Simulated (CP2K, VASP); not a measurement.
An input for CP2K (PBE, GPW, TZVP-MOLOPT-SR-GTH basis, GTH-PBE potentials (GTH_POTENTIALS)):

```
&GLOBAL
  PROJECT cssni3
  RUN_TYPE ENERGY_FORCE
  PRINT_LEVEL MEDIUM
&END GLOBAL
&FORCE_EVAL
  METHOD Quickstep
  STRESS_TENSOR ANALYTICAL
  &DFT
    BASIS_SET_FILE_NAME BASIS_MOLOPT_UCL
    POTENTIAL_FILE_NAME GTH_POTENTIALS
    &QS
      METHOD GPW
      EPS_DEFAULT 1E-10
    &END QS
    &MGRID
      CUTOFF 500
      REL_CUTOFF 40
      NGRIDS 5
    &END MGRID
    &SCF
      SCF_GUESS ATOMIC
      EPS_SCF 1E-6
      MAX_SCF 100
      ADDED_MOS 7
      &DIAGONALIZATION
        ALGORITHM STANDARD
      &END DIAGONALIZATION
      &MIXING
        METHOD BROYDEN_MIXING
        ALPHA 0.4
        NBUFFER 12
        BETA 1
      &END MIXING
      &SMEAR ON
        METHOD FERMI_DIRAC
        ELECTRONIC_TEMPERATURE [K] 580.23
      &END SMEAR
    &END SCF
    &KPOINTS
      SCHEME MONKHORST-PACK 3 3 3
    &END KPOINTS
    &XC
      &XC_FUNCTIONAL PBE
      &END XC_FUNCTIONAL
    &END XC
    &PRINT
      &MO
        EIGENVALUES T
        OCCUPATION_NUMBERS T
        NDIGITS 8
        FILENAME mo
        &EACH
          QS_SCF 0
        &END EACH
        ADD_LAST NUMERIC
      &END MO
      &MULLIKEN ON
      &END MULLIKEN
    &END PRINT
  &END DFT
  &SUBSYS
    &CELL
      A 6.20958800 0.00000000 0.00000000
      B 0.00000000 6.20958800 0.00000000
      C 0.00000000 0.00000000 6.20958800
      PERIODIC XYZ
    &END CELL
    &COORD
      Cs       0.00000000     0.00000000     0.00000000
      Sn       3.10479400     3.10479400     3.10479400
      I        3.10479400     0.00000000     3.10479400
      I        0.00000000     3.10479400     3.10479400
      I        3.10479400     3.10479400     0.00000000
    &END COORD
    &KIND Cs
      BASIS_SET TZVP-MOLOPT-SR-GTH-q9
      POTENTIAL GTH-PBE-q9
    &END KIND
    &KIND Sn
      BASIS_SET TZVP-MOLOPT-SR-GTH-q4
      POTENTIAL GTH-PBE-q4
    &END KIND
    &KIND I
      BASIS_SET TZVP-MOLOPT-SR-GTH-q7
      POTENTIAL GTH-PBE-q7
    &END KIND
  &END SUBSYS
  &PRINT
    &FORCES ON
    &END FORCES
    &STRESS_TENSOR ON
    &END STRESS_TENSOR
  &END PRINT
&END FORCE_EVAL
```

Task: Translate it to VASP.

Result: One set of files that does it:

POSCAR:
```
CsSnI3
1
    6.2095880000     0.0000000000     0.0000000000
    0.0000000000     6.2095880000     0.0000000000
    0.0000000000     0.0000000000     6.2095880000
Cs Sn I
1 1 3
Direct
  0.0000000000   0.0000000000   0.0000000000
  0.5000000000   0.5000000000   0.5000000000
  0.5000000000   0.0000000000   0.5000000000
  0.0000000000   0.5000000000   0.5000000000
  0.5000000000   0.5000000000   0.0000000000
```

KPOINTS:
```
Automatic mesh
0
Gamma
3 3 3
0 0 0
```

**INCAR**
```
ALGO = Normal
EDIFF = 1E-6
ENCUT = 300
GGA = PE
ISIF = 2
ISMEAR = -1
LASPH = .True.
LCHARG = .False.
LMAXMIX = 4
LREAL = .False.
LWAVE = .False.
NELM = 100
PREC = Accurate
SIGMA = 0.05
SYSTEM = CsSnI3
```

POTCAR, in this order: Cs_sv Sn_d I (PBE.64 set). Program: vasp_std.

Both inputs were run and reached self-consistency, which says nothing on mesh or cut-off. Potentials, basis and cut-offs are each code's own, so they don't translate, and total energies aren't comparable.

The structure is a typed CsSnI3 crystal (Pm-3m). The cell was not relaxed at this level, and its volume differs by -5.9 % from the start's.
